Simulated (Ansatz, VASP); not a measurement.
**Two plane-wave programs on Ga2SiS**

```
Ga Si S
1.0
     2.74300    0.00000    0.00000
    -1.37150    2.37551    0.00000
     0.00000    0.00000   10.40760
Ga Si S
2 1 1
Direct
  0.00000 0.00000 0.75355
  0.00000 0.00000 0.24645
  0.00000 0.00000 0.00000
  0.00000 0.00000 0.50000
```

Alike in both runs: functional PBE; k mesh 6 × 6 × 4; occupations gaussian, width 0.1 eV; no spin polarisation.

Ansatz relaxed the structure, and its values are those at the end. VASP's run is a single point on that final structure, the one shown.

|  | VASP | Ansatz |
| --- | --- | --- |
| version | VASP 6.6.1 | Ansatz 0.2.0 |
| potentials or method | VASP PAW PBE potentials, release 64 (Ga_d, Si, S) | scalar-relativistic, plane waves, PAW |
| plane-wave cutoff (eV) | 520 | 420 |
| valence electrons in the cell | 36 | 36 |

|  | VASP | Ansatz | Ansatz less VASP |
| --- | --- | --- | --- |
| gap on the k mesh at the Fermi level (eV) | none | none | - |
| pressure (GPa) | 0.1 | 0.0 | -0.06 |
| rms of the force components (eV/Å) | 0.005 | 0.006 | +0.0009 |

A gap of «none» marks a metal or a gap that the smearing closes.

Caveats: the k mesh is coarse (spacing up to 0.44 Å⁻¹), so the values aren't converged.
